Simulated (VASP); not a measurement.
Given:

```
CELL_PARAMETERS angstrom
      2.99091     0.00000     0.00000
      0.00000     2.99091     0.00000
      0.00000     0.00000     2.99091
ATOMIC_POSITIONS crystal
  Al 0.50000 0.50000 0.50000
  Ru 0.00000 0.00000 0.00000
```

Level of theory: TPSS meta-GGA, VASP's PBE PAW potentials (set 64) (plane waves; VASP 6.6.1). Run with 520 eV cut-off, 14×14×14 Γ-centred mesh, tetrahedra with Blöchl corrections, potentials Al Ru_pv.

Give the energies of bands 4 to 11 at the high-symmetry points, in eV from the Fermi level.

```tsv
band	Γ	X	M	R
4	-9.63	-5.80	-6.04	-4.65
5	-3.54	-5.45	-3.01	-4.65
6	-3.54	-2.72	-1.34	-4.65
7	0.19	-1.60	-1.34	1.73
8	0.19	-1.60	-1.17	1.73
9	0.19	0.44	-1.17	2.68
10	6.17	2.40	1.63	4.18
11	6.17	7.39	5.44	4.18
```

It has no gap at this level: it comes out as a metal or semimetal.

The compound is RuAl in the CsCl type structure. It was relaxed first. The electron count is odd and the run is not spin-polarised, which forces a metal.
